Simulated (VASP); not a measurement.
Hf2Pd2Se2Br2O3:

```xyz
11
Lattice="5.7607 0.0050 -0.0029 -0.5275 5.8466 0.0341 -1.4844 -0.9264 6.6459" Properties=species:S:1:pos:R:3 pbc="T T T"
Hf    3.5658    1.9949    2.3367
Hf    0.5362    2.1009    3.9624
Pd    3.9042   -0.0043    5.6409
Pd    0.4456    4.9498    2.4142
Se    2.0523    1.4944    6.2402
Se    2.4066    4.0824    3.5487
Br    4.1617    5.6554    1.0519
Br   -0.4152    4.0015    5.7576
O     4.5038    1.1491    3.9299
O     1.7546    1.0574    2.7229
O    -0.4225    3.0696    2.4575
```

The cell was built by a generator and needn't be a form met in nature.

- Program: VASP 6.6.1
- Task: relaxation of cell and atoms
- Functional: SCAN
- Potentials or basis: VASP PAW PBE potentials, release 64 (Hf_pv, Pd, Se, Br, O)
- Cutoff: 600 eV
- k mesh: 5 × 5 × 4
- Occupations: fermi-dirac, width 0.05 eV
- Spin: no spin polarisation

At the start: pressure -4.3 GPa; volume 20.36 Å³/atom.

Q: Where does the relaxation end?

A: Over 22 steps the energy falls by 11.6 meV/atom and the volume is 19.57 Å³/atom (-3.9 %); space group P1 (No. 1, to 0.05 Å).

The path:
```csv
step,energy change (eV),largest force (eV/Å),pressure (GPa),volume (Å³)
1,0.0000,0.6909,-4.26,224.01
2,0.1540,2.0036,6.89,206.89
3,-0.1182,0.2615,-0.31,216.93
4,-0.1183,0.2809,-0.22,216.79
5,-0.1236,0.1454,0.00,215.63
6,-0.1237,0.1233,-0.03,215.75
7,-0.1257,0.0638,0.03,215.34
8,-0.1257,0.0736,0.04,215.25
9,-0.1267,0.0353,0.03,215.23
10,-0.1271,0.0458,0.02,215.22
11,-0.1271,0.0508,0.01,215.22
12,-0.1274,0.0180,-0.01,215.27
13,-0.1274,0.0220,-0.02,215.28
14,-0.1275,0.0190,0.04,215.20
15,-0.1275,0.0250,0.05,215.18
16,-0.1276,0.0147,0.01,215.23
17,-0.1276,0.0140,0.00,215.24
18,-0.1276,0.0144,-0.02,215.28
19,-0.1276,0.0135,-0.01,215.26
20,-0.1277,0.0116,-0.01,215.25
21,-0.1277,0.0105,0.01,215.23
22,-0.1277,0.0068,0.00,215.25
```

Final structure:
```cif
data_structure
_symmetry_space_group_name_H-M 'P 1'
_symmetry_Int_Tables_number 1
_cell_length_a 5.6627
_cell_length_b 5.8210
_cell_length_c 6.7802
_cell_angle_alpha 96.382
_cell_angle_beta 102.470
_cell_angle_gamma 95.427
_cell_volume 215.25
loop_
_atom_site_label
_atom_site_type_symbol
_atom_site_fract_x
_atom_site_fract_y
_atom_site_fract_z
_atom_site_occupancy
Hf1 Hf 0.74513 0.39564 0.34884 1
Hf2 Hf 0.28798 0.45178 0.59448 1
Pd1 Pd 0.90940 0.13658 0.85021 1
Pd2 Pd 0.25282 0.90247 0.35901 1
Se1 Se 0.63569 0.40485 0.93681 1
Se2 Se 0.62670 0.78072 0.52746 1
Br1 Br 0.85024 0.99163 0.15371 1
Br2 Br 0.22470 0.81999 0.86289 1
O1 O 0.95920 0.29006 0.58988 1
O2 O 0.43165 0.24457 0.40952 1
O3 O 0.07651 0.58174 0.36722 1
```

Caveat: the PAW data sets were made with another functional, which shifts forces and pressure a little.
